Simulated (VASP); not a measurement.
```
CELL_PARAMETERS angstrom
      4.44355     0.00000     0.00000
     -2.22178     3.84823     0.00000
      0.00000     0.00000     7.25984
ATOMIC_POSITIONS crystal
  Cd 0.66667 0.33333 0.48386
  Cd 0.00000 0.00000 0.01500
  Te 0.00000 0.00000 0.62786
  Se 0.66667 0.33333 0.12129
```

Computed with PBEsol GGA with spin-orbit coupling, VASP's PBE PAW potentials (set 64) (plane waves; VASP). Settings: 400 eV cut-off, 5×5×3 Γ-centred mesh, Gaussian smearing of 0.050 eV, potentials Cd Te Se.

The path is coarsely sampled, so an indirect gap can come out somewhat too large.

Problem. Give the energies of bands 27 to 40 at the high-symmetry points, in eV from the valence-band maximum.

Solution. 
```tsv
band	Γ	M	K	A	L	H
27	-1.52	-4.18	-4.33	-3.16	-4.69	-4.69
28	-1.52	-4.18	-4.24	-3.16	-4.69	-4.52
29	-1.25	-3.17	-3.58	-1.36	-2.17	-3.17
30	-1.25	-3.17	-3.54	-1.36	-2.17	-3.07
31	-0.81	-2.40	-2.55	-1.13	-2.02	-2.91
32	-0.81	-2.40	-2.48	-1.13	-2.02	-2.62
33	-0.23	-1.88	-2.43	-0.70	-1.75	-1.83
34	-0.23	-1.88	-2.26	-0.70	-1.75	-1.71
35	-0.03	-1.06	-2.06	-0.14	-1.37	-1.41
36	-0.03	-1.06	-2.03	-0.14	-1.37	-1.34
37	0.02	2.19	3.19	1.26	1.89	2.58
38	0.02	2.19	3.19	1.26	1.89	2.69
39	1.68	2.52	3.61	2.21	2.22	2.91
40	1.68	2.52	3.81	2.21	2.22	2.98
```

The gap is indirect, 0.02 eV, from the valence maximum at Γ-A at 0.25 to the conduction minimum at Γ.

The structure comes from a computed database's Cd2TeSe entry (P3m1); how it stands against other phases isn't given here. It was relaxed first.
